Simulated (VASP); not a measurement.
Cost and result of VASP (PAW) for the lattice constant a of NiSb (NiAs type). Static lattice. The cost counts the five points of the equation of state, each on the mesh and cut-off of its row, so the ratios hold those differences too. With PBE it took about 10 core-minutes. Costs are core time on shared hosts, one run each; read them as rough ratios.

```
level   k-mesh  cut-off (eV)  lattice constant a (Å)         cost over PBE
------  ------  ------------  ----------------------  --------------------
LDA      9×9×6           520                   3.879  within a factor of 2
PBEsol   9×9×6           520                   3.913  within a factor of 2
PBE      9×9×6           520                   3.971             reference
r2SCAN   9×9×6           520                       …         about 5 times
SCAN     9×9×6           520                       …         about 5 times
```

Problem. Fill in the missing entries.

Solution. 
- r2SCAN, lattice constant a (Å): 3.928
- SCAN, lattice constant a (Å): 3.905

Left out are levels that failed, ran on another kind of processor or have no fit band path; at most nine are shown.

The compound is NiSb in the NiAs type structure.
